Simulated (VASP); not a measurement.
# KBe18 in VASP: a series of runs, part 2 of 3

VASP 6.6.1. The steps go on from the part before.

## Step 3: Relaxation of the atoms, LDA

The input, INCAR:

```
SYSTEM = KBe18
PREC = Accurate
ENCUT = 520
EDIFF = 1E-6
ISMEAR = -1
SIGMA = 0.05
LREAL = Auto
LASPH = .True.
NELM = 100
ALGO = Fast
ISIF = 2
LWAVE = .False.
LCHARG = .False.
IBRION = 2
NSW = 80
EDIFFG = -0.03
```

The input, KPOINTS:

```
Automatic mesh
0
Gamma
  4 3 1
  0 0 0
```

The input, POSCAR:

```
KBe18
1.0
    4.5800000000      0.0000000000      0.0000000000
    3.4350000000      5.9495950000      0.0000000000
    0.0000000000      0.0000000000     15.5884300000
Be K
18 1
Selective dynamics
Direct
    0.0000000000      0.0000000000      0.0641501000  F F F
    0.5000000000      0.0000000000      0.0641501000  F F F
    0.0000000000      0.3333333000      0.0641501000  F F F
    0.5000000000      0.3333333000      0.0641501000  F F F
    0.0000000000      0.6666667000      0.0641501000  F F F
    0.5000000000      0.6666667000      0.0641501000  F F F
   -0.1666667000      0.2222222000      0.1792493000  T T T
    0.3333333000      0.2222222000      0.1792493000  T T T
   -0.1666667000      0.5555556000      0.1792493000  T T T
    0.3333333000      0.5555556000      0.1792493000  T T T
   -0.1666667000      0.8888889000      0.1792493000  T T T
    0.3333333000      0.8888889000      0.1792493000  T T T
    0.0000000000      0.0000000000      0.2943484000  T T T
    0.5000000000      0.0000000000      0.2943484000  T T T
    0.0000000000      0.3333333000      0.2943484000  T T T
    0.5000000000      0.3333333000      0.2943484000  T T T
    0.0000000000      0.6666667000      0.2943484000  T T T
    0.5000000000      0.6666667000      0.2943484000  T T T
   -0.0097384000      0.6683213000      0.4900064000  T T T
```

Potentials or basis: VASP PAW LDA potentials, release 64 (Be, K_sv).

The run is started by

```bash
$ cat potpaw_LDA.64/Be/POTCAR potpaw_LDA.64/K_sv/POTCAR > POTCAR
$ mpirun -np 1 vasp_std > vasp.out
```

It took 23 min on 1 thread of Intel Xeon 6975P-C (Granite Rapids), shared host; peak memory 0.45 GiB.

It converged, with:

```
Free energy               : -71.0231 eV
Energy gained by relaxing : 10.4 meV/atom
Ionic steps               : 12
Band gap on the k mesh    : none (metal or under the smearing width)
```

The path:
```tsv
step	energy change (eV)	largest force (eV/Å)	pressure (GPa)
1	0.0000	0.7672	-4.65
2	-0.0469	0.5981	-4.66
3	-0.1213	0.5136	-4.69
4	-0.1774	0.2716	-4.67
5	-0.1800	0.2075	-4.68
6	-0.1909	0.1028	-4.64
7	-0.1911	0.1231	-4.63
8	-0.1941	0.0911	-4.58
9	-0.1946	0.0965	-4.55
10	-0.1963	0.0857	-4.51
11	-0.1969	0.0767	-4.46
12	-0.1981	0.0696	-4.41
```

Final structure:
```xyz
19
Lattice="4.5800 0.0000 0.0000 3.4350 5.9496 0.0000 0.0000 0.0000 15.5884" Properties=species:S:1:pos:R:3 pbc="T T T"
Be    0.0000    0.0000    1.0000
Be    2.2900    0.0000    1.0000
Be    1.1450    1.9832    1.0000
Be    3.4350    1.9832    1.0000
Be    2.2900    3.9664    1.0000
Be    4.5800    3.9664    1.0000
Be    4.5884    1.3219    2.8185
Be    2.2881    1.3379    2.8106
Be    5.7101    3.2998    2.7781
Be    3.4538    3.3080    2.7818
Be    6.8751    5.3207    2.7851
Be    4.5828    5.2875    2.8095
Be    8.0097    5.9406    4.6146
Be    2.2878    0.0059    4.6135
Be    5.7233    1.9975    4.6178
Be    3.4297    1.9865    4.6202
Be    6.8635    3.9669    4.4705
Be    4.5778    3.9627    4.6039
K     6.8295    3.9812    7.2382
```

Levels at points of the mesh, in eV from the Fermi level:
```csv
k point,band 20,band 21,band 22,band 23,band 24,band 25,band 26,band 27
"(0.00, 0.00, 0.00)",-1.00,-0.97,-0.12,-0.12,0.49,1.74,1.74,2.53
"(0.50, 0.00, 0.00)",-0.57,0.02,0.09,0.11,0.18,1.05,1.12,2.21
```

Caveat: the k mesh is coarse (spacing up to 0.40 Å⁻¹), so the values aren't converged.

## Step 4: Single point, LDA

The input, INCAR:

```
PREC = Accurate ; ENCUT = 520
EDIFF = 1E-7 ; ISMEAR = -1
SIGMA = 0.05 ; LREAL = Auto
LASPH = True ; NELM = 100
ALGO = Fast ; ISIF = 2
LWAVE = False ; LCHARG = True
LELF = True ; LVHAR = True
NBANDS = 38
```

The input, KPOINTS:

```
regular mesh
0
Gamma
  4 3 1
```

The input, POSCAR:

```
KBe18
1.0
    4.5800000000      0.0000000000      0.0000000000
    3.4350000000      5.9495950000      0.0000000000
    0.0000000000      0.0000000000     15.5884300000
Be K
18 1
Direct
    0.0000000000      0.0000000000      0.0641500780
    0.5000000000      0.0000000000      0.0641500780
    0.0000000420      0.3333332773      0.0641500780
    0.5000000420      0.3333332773      0.0641500780
   -0.0000000420      0.6666667227      0.0641500780
    0.4999999580      0.6666667227      0.0641500780
   -0.1670460103      0.2237291782      0.1802096812
    0.3298951785      0.2260180735      0.1798268331
   -0.1700914622      0.5562212218      0.1780760474
    0.3347428297      0.5573792838      0.1781788160
   -0.1713512554      0.8952325326      0.1783187916
    0.3326504906      0.8903303502      0.1796825594
   -0.0008258815     -0.0011809207      0.2949222597
    0.4987780682      0.0010994026      0.2949771722
   -0.0024509933      0.3358196650      0.2950995706
    0.4978431039      0.3344257886      0.2952999757
   -0.0021291569      0.6676051059      0.2863148502
    0.4990074923      0.6665428487      0.2944953405
   -0.0084796631      0.6689562903      0.4633283147
```

Potentials or basis: VASP PAW LDA potentials, release 64 (Be, K_sv).

The run is started by

```bash
$ cat potpaw_LDA.64/Be/POTCAR potpaw_LDA.64/K_sv/POTCAR > POTCAR
$ mpirun -np 1 vasp_std > vasp.out
```

OUTCAR:

```text
PREC = Accurate
   ENCUT = 520
   EDIFF = 1E-7
   ISMEAR = -1
   LREAL = Auto
   LASPH = True
   NELM = 100
   ISIF = 2

 ion  position               nearest neighbor table
   1  0.000  0.000  0.064-  11 2.21  12 2.23   7 2.25   5 2.29   3 2.29   6 2.29   4 2.29   2 2.29
                             2 2.29
   2  0.500  0.000  0.064-  11 2.21  12 2.23   8 2.25   6 2.29   4 2.29   3 2.29   5 2.29   1 2.29
                             1 2.29
   3  0.000  0.333  0.064-   9 2.22   8 2.23   7 2.24   1 2.29   2 2.29   4 2.29   4 2.29   6 2.29
                             5 2.29
   4  0.500  0.333  0.064-  10 2.22   8 2.23   7 2.24   2 2.29   1 2.29   3 2.29   3 2.29   5 2.29
                             6 2.29
   5  1.000  0.667  0.064-  10 2.22   9 2.22  11 2.24   1 2.29   2 2.29   6 2.29   6 2.29   4 2.29
                             3 2.29
   6  0.500  0.667  0.064-  10 2.21   9 2.21  12 2.24   2 2.29   1 2.29   5 2.29   5 2.29   3 2.29
                             4 2.29
   7  0.833  0.224  0.180-  15 2.22  16 2.23  13 2.23   3 2.24   4 2.24   1 2.25  11 2.27   9 2.28
                             8 2.28  10 2.29  12 2.29   8 2.30
   8  0.330  0.226  0.180-  16 2.23   3 2.23  15 2.23   4 2.23  14 2.24   2 2.25  11 2.28   9 2.28
                             7 2.28  10 2.29   7 2.30  12 2.30
   9  0.830  0.556  0.178-  17 2.15   6 2.21   3 2.22   5 2.22  18 2.24  15 2.25  10 2.26   7 2.28
[... 4 lines left out ...]
                            12 2.29  12 2.29  10 2.32   9 2.33
  12  0.333  0.890  0.180-  14 2.23  18 2.23   2 2.23  13 2.23   1 2.23   6 2.24  10 2.28   9 2.29
                            11 2.29   7 2.29  11 2.29   8 2.30
  13  0.999  0.999  0.295-  11 2.23  12 2.23   7 2.23  17 2.28  14 2.28  18 2.29  14 2.30  16 2.30
                            15 2.31
  14  0.499  0.001  0.295-  12 2.23   8 2.24  11 2.24  13 2.28  16 2.29  17 2.29  13 2.30  15 2.30
                            18 2.30
  15  0.998  0.336  0.295-   7 2.22   8 2.23   9 2.25  18 2.28  17 2.28  16 2.29  16 2.29  14 2.30
                            13 2.31
  16  0.498  0.334  0.295-   8 2.23   7 2.23  10 2.26  18 2.28  15 2.29  14 2.29  15 2.29  17 2.29
                            13 2.30
  17  0.998  0.668  0.286-   9 2.15  10 2.15  11 2.16  13 2.28  15 2.28  18 2.29  14 2.29  16 2.29
                            18 2.30  19 2.76
  18  0.499  0.667  0.294-  12 2.23  10 2.23   9 2.24  15 2.28  16 2.28  13 2.29  17 2.29  17 2.30
                            14 2.30
  19  0.992  0.669  0.463-  17 2.76

  LATTYP: Found a simple monoclinic cell.
 ALAT       =     4.5800000000
 B/A-ratio  =     3.4035873362
 C/A-ratio  =     1.3228757576
 COS(beta)  =    -0.1889822219

  Lattice vectors:

 A1 = (   4.5800000000,   0.0000000000,   0.0000000000)
 A2 = (   0.0000000000,   0.0000000000, -15.5884300000)
 A3 = (  -1.1450000000,   5.9495950000,   0.0000000000)

Analysis of symmetry for initial positions (statically):
=====================================================================
 Subroutine PRICEL returns:
 Original cell was already a primitive cell.

 Routine SETGRP: Setting up the symmetry group for a
 simple monoclinic supercell.

 Subroutine GETGRP returns: Found  1 space group operations
 (whereof  1 operations were pure point group operations)
 out of a pool of  4 trial point group operations.

The static configuration has the point symmetry C_1 .

Analysis of symmetry for dynamics (positions and initial velocities):
=====================================================================
 Subroutine PRICEL returns:
 Original cell was already a primitive cell.

 Routine SETGRP: Setting up the symmetry group for a
 simple monoclinic supercell.

 Subroutine GETGRP returns: Found  1 space group operations
 (whereof  1 operations were pure point group operations)
 out of a pool of  4 trial point group operations.
[... 105 lines left out ...]
   NGX,Y,Z   is equivalent  to a cutoff of  13.07, 13.07, 12.80 a.u.
   NGXF,Y,Z  is equivalent  to a cutoff of  26.13, 26.13, 25.60 a.u.
 SYSTEM =  unknown system
   PREC   = accura    normal or accurate (medium, high low for compatibility)
   ISTART =      0    job   : 0-new  1-cont  2-samecut
   ICHARG =      2    charge: 1-file 2-atom 10-const
   ISPIN  =      1    spin polarized calculation?
   LNONCOLLINEAR =      F non collinear calculations
   LSORBIT =      F    spin-orbit coupling
   LASPH  =      T    aspherical Exc in radial PAW
   ENCUT  =  520.0 eV  38.22 Ry    6.18 a.u.   8.52 12.77 28.98*2*pi/ulx,y,z
   NELM   =    100;   NELMIN=  2; NELMDL= -5     # of ELM steps
   EDIFF  = 0.1E-06   stopping-criterion for ELM
   LREAL  =      T    real-space projection
   EDIFFG = 0.1E-05   stopping-criterion for IOM
   NSW    =      0    number of steps for IOM
   IBRION =     -1    ionic relax: 0-MD 1-quasi-New 2-CG
   NFREE  =      0    steps in history (QN), initial steepest desc. (CG)
   ISIF   =      2    stress and relaxation
   ISYM   =      2    0-nonsym 1-usesym 2-fastsym
   POTIM  = 0.5000    time-step for ionic-motion
   TEBEG  =    0.0;   TEEND  =   0.0 temperature during run
   PSTRESS=    0.0 pullay stress
   NELECT =      45.0000    total number of electrons
   NUPDOWN=      -1.0000    fix difference up-down
   EMIN   =  10.00;   EMAX   =-10.00  energy-range for DOS
   EFERMI =   0.00;   METHOD = LEGACY
   ISMEAR =    -1;   SIGMA  =   0.05  broadening in eV -4-tet -1-fermi 0-gaus
   EFERMI_NEDOS =   21; number of points for ismear=-14 and -15
   IALGO  =     68    algorithm
   IMIX   =      4    mixing-type and parameters
     AMIX     =   0.40;   BMIX     =  1.00
     AMIX_MAG =   1.60;   BMIX_MAG =  1.00
  volume/ion in A,a.u.               =      22.36       150.87
  Fermi-wavevector in a.u.,A,eV,Ry     =   0.774629  1.463837  8.164183  0.600051
  Thomas-Fermi vector in A             =   1.876726
   LORBIT       =      0    0 simple, 1 ext, 2 COOP (PROOUT), +10 PAW based schemes
   GGA     = CA    functional components
   LHFCALC =     F    Hartree Fock is set to
   AEXX    =    0.0000 exact exchange contribution
   IVDW    =     0    specifies the selected vdW correction
   LEPSILON=     F    determine dielectric tensor
   LRPA    =     F    only Hartree local field effects (RPA)
 non-spin polarized calculation
 RMM-DIIS sequential band-by-band and
  energy-cutoff  :      520.00
  volume of cell :      424.77
 maximum number of plane-waves:     11487
 NGX is ok and might be reduce to    36
   NGX = 17   NGY = 25   NGZ = 57

 number of electron      45.0000000 magnetization

 Free energy of the ion-electron system (eV)
  ---------------------------------------------------
  ext. energy  EPLUGINS =         0.00000000
  ---------------------------------------------------
  free energy    TOTEN  =       -71.02256012 eV

  energy without entropy =      -70.97478701  energy(sigma->0) =      -70.99867356

 E-fermi :   0.2557     XC(G=0):  -5.6045

 val. band max:        0.2322568016   @ k =   0.2500   0.0000   0.0000
 cond. band min:       0.2769031379   @ k =   0.5000   0.0000   0.0000
 fundamental gap:      0.0446463362
 Fermi energy:         0.2556794118

 k-point     1 :       0.0000    0.0000    0.0000
  band No.  band energies     occupation
      1     -31.3849      2.00000
      2     -15.1486      2.00000
      3     -15.1003      2.00000
      4     -15.0958      2.00000
      5      -9.2190      2.00000
      6      -7.0251      2.00000
[... 248 lines left out ...]
     33       4.2474      0.00000
     34       4.7172      0.00000
 [bands above 34 left out]

------------------------ aborting loop because EDIFF is reached ----------------------------------------

  FORCE on cell =-STRESS in cart. coord.  units (eV):
  Direction    XX          YY          ZZ          XY          YZ          ZX
  --------------------------------------------------------------------------------------
  -------------------------------------------------------------------------------------
  Total      -15.5074170    -18.3738227     -0.3060932      1.2552765     -0.0537526      0.0153975
  in kB      -58.4917734    -69.3034485     -1.1545399      4.7347245     -0.2027471      0.0580773
  external PRESSURE =     -42.9832539 kB  Pullay stress =       0.0000000 kB

 VOLUME and BASIS-vectors are now :
 -----------------------------------------------------------------------------
  energy-cutoff  :      520.00
  volume of cell :      424.77
      direct lattice vectors                 reciprocal lattice vectors
     4.580000000  0.000000000  0.000000000     0.218340611 -0.126059001  0.000000000
     3.435000000  5.949595000  0.000000000     0.000000000  0.168078668  0.000000000
     0.000000000  0.000000000 15.588430000     0.000000000  0.000000000  0.064150142

 POSITION                                       TOTAL-FORCE (eV/Angst)
 -----------------------------------------------------------------------------------
      0.00000      0.00000      1.00000         0.030091      0.030285      0.001206
      2.29000      0.00000      1.00000        -0.042083      0.053511     -0.004154
      1.14500      1.98320      1.00000        -0.014725     -0.021055      0.002798
      3.43500      1.98320      1.00000        -0.000217     -0.033070      0.021038
      6.87000      3.96640      1.00000        -0.019545      0.020496     -0.036855
      4.58000      3.96640      1.00000         0.003940      0.038131     -0.030619
[... 11 lines left out ...]
      4.57503      3.96566      4.59072         0.003738      0.008279      0.017569
      6.83903      3.98002      7.22256        -0.000437      0.001360      0.016175
 -----------------------------------------------------------------------------------
    total drift:                               -0.002061      0.002576      0.002115

  FREE ENERGIE OF THE ION-ELECTRON SYSTEM (eV)
  ---------------------------------------------------
  free  energy   TOTEN  =       -71.0225601178 eV

  energy  without entropy=      -70.9747870053  energy(sigma->0) =      -70.99867356
```

Run time: 5.3 min. Hardware: 1 thread of Intel Xeon 6975P-C (Granite Rapids), shared host; peak memory 0.4 GiB.

What came out:

```yaml
Free_energy: -71.0226 eV
Largest_force: 0.068 eV/Å
Band_gap_on_the_k_mesh: none (metal or under the smearing width)
```

Forces on the atoms (eV/Å):
```
Be   0.030  0.030  0.001
Be  -0.042  0.054 -0.004
Be  -0.015 -0.021  0.003
Be   0.000 -0.033  0.021
Be  -0.020  0.020 -0.037
Be   0.004  0.038 -0.031
Be   0.023 -0.020 -0.005
Be   0.004 -0.029  0.001
Be  -0.003 -0.027 -0.010
Be   0.026 -0.017 -0.005
Be   0.023 -0.029 -0.013
Be   0.006 -0.025  0.010
Be  -0.003  0.016  0.013
Be  -0.010  0.009  0.009
Be  -0.004  0.006  0.012
Be  -0.010  0.010  0.012
Be  -0.013  0.008 -0.011
Be   0.004  0.008  0.018
K    0.000  0.001  0.016
```

Levels at points of the mesh, in eV from the Fermi level:
```
           k point  band 21  band 22  band 23  band 24  band 25  band 26
(0.00, 0.00, 0.00)    -0.96    -0.13    -0.12     0.49     1.75     1.76
(0.50, 0.00, 0.00)     0.02     0.09     0.12     0.19     1.06     1.13
```

Caveat: the k mesh is coarse (spacing up to 0.40 Å⁻¹), so the values aren't converged.

(Part 2 of 3 ends here.)
